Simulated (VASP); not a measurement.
Here is the system:

```xyz
1
Lattice="-1.6250 1.6250 2.4750 1.6250 -1.6250 2.4750 1.6250 1.6250 -2.4750" Properties=species:S:1:pos:R:3 pbc="T T T"
In     0.0000     0.0000     0.0000
```

The numbers are results of PBE GGA, VASP's PBE PAW potentials (set 64) (plane waves; VASP 6.6.1), not measurements. Settings: 400 eV cut-off, 12×12×12 Γ-centred mesh, first-order Methfessel-Paxton smearing of 0.10 eV, potentials In_d.

**Question.** Give the stress tensor in GPa (positive for a compressed cell).

**Answer.** 
```
1.91  0.00  0.00
0.00  1.91  0.00
0.00  0.00  2.27
```
The pressure is its mean diagonal, 2.03 GPa.

The compound is In in the bct structure. The cell was not relaxed at this level.
